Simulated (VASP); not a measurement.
Output of a VASP run:

File OSZICAR:
```
       N       E                     dE             d eps       ncg     rms          rms(c)
DAV:   1     0.222405806523E+03    0.22241E+03   -0.14837E+04   802   0.570E+03
DAV:   2     0.883267571409E+01   -0.21357E+03   -0.21072E+03   863   0.104E+03
DAV:   3    -0.654105060802E+01   -0.15374E+02   -0.15180E+02   883   0.346E+02
DAV:   4    -0.724334891655E+01   -0.70230E+00   -0.69827E+00   915   0.544E+01
DAV:   5    -0.729833599608E+01   -0.54987E-01   -0.54929E-01   912   0.795E+00    0.301E+00
DAV:   6    -0.689332174249E+01    0.40501E+00   -0.13398E+00  1016   0.148E+02    0.155E+00
DAV:   7    -0.686504841897E+01    0.28273E-01   -0.51217E-01   888   0.493E+01    0.751E-01
DAV:   8    -0.686033949686E+01    0.47089E-02   -0.30484E-02   904   0.207E+01    0.396E-01
DAV:   9    -0.686110641755E+01   -0.76692E-03   -0.68862E-03  1000   0.157E+00    0.516E-02
DAV:  10    -0.686117124304E+01   -0.64825E-04   -0.72786E-04   888   0.166E+00    0.233E-02
DAV:  11    -0.686118047662E+01   -0.92336E-05   -0.84637E-05   864   0.433E-01    0.647E-03
DAV:  12    -0.686118243154E+01   -0.19549E-05   -0.14169E-05   968   0.481E-02    0.330E-03
DAV:  13    -0.686118276849E+01   -0.33695E-06   -0.14451E-06   944   0.717E-02    0.892E-04
DAV:  14    -0.686118286346E+01   -0.94964E-07   -0.21473E-07   680   0.134E-02    0.265E-04
DAV:  15    -0.686118286632E+01   -0.28622E-08   -0.67377E-08   766   0.517E-03
   1 F= -.68611829E+01 E0= -.68611829E+01  d E =0.000000E+00
```

File OUTCAR:
```
------------------------ aborting loop because EDIFF is reached ----------------------------------------
  FORCE on cell =-STRESS in cart. coord.  units (eV):
  Direction    XX          YY          ZZ          XY          YZ          ZX
  --------------------------------------------------------------------------------------
  Total        0.1300839      0.1300839      0.1300839      0.0000000      0.0000000      0.0000000
  in kB        5.2650487      5.2650487      5.2650487      0.0000000      0.0000000      0.0000000
  external PRESSURE =       5.2650487 kB  Pullay stress =       0.0000000 kB
  volume of cell :       39.59
      direct lattice vectors                 reciprocal lattice vectors
     0.000000000  2.705000000  2.705000000    -0.184842884  0.184842884  0.184842884
     2.705000000  0.000000000  2.705000000     0.184842884 -0.184842884  0.184842884
     2.705000000  2.705000000  0.000000000     0.184842884  0.184842884 -0.184842884
  FREE ENERGIE OF THE ION-ELECTRON SYSTEM (eV)
  ---------------------------------------------------
  free  energy   TOTEN  =        -6.8611828663 eV

  energy  without entropy=       -6.8611828663  energy(sigma->0) =       -6.86118287
```
(Selected blocks of OUTCAR.)

File POSCAR:
```
ZnS
1
    0.0000000000     2.7050000000     2.7050000000
    2.7050000000     0.0000000000     2.7050000000
    2.7050000000     2.7050000000     0.0000000000
Zn S
1 1
Direct
  0.0000000000   0.0000000000   0.0000000000
  0.2500000000   0.2500000000   0.2500000000
```

Task: Write an INCAR and KPOINTS that could have produced this output.

Result: One answer among several that fit: the input of the run itself, PBE GGA, plane waves, VASP's PBE PAW potentials (set 64).

INCAR:
```
ALGO = Normal
EDIFF = 1E-8
ENCUT = 500
GGA = PE
ISMEAR = 0
LASPH = .TRUE.
LCHARG = .FALSE.
LREAL = .FALSE.
LWAVE = .TRUE.
NELM = 100
PREC = Normal
SIGMA = 0.01
SYSTEM = ZnS
```

KPOINTS:
```
Automatic mesh
0
Gamma
6 6 6
0 0 0
```

POTCAR, in this order: Zn_sv_GW S_GW (PBE.64 set). Program: vasp_std.

The compound is ZnS in the zinc blende structure. The cell was not relaxed at this level.
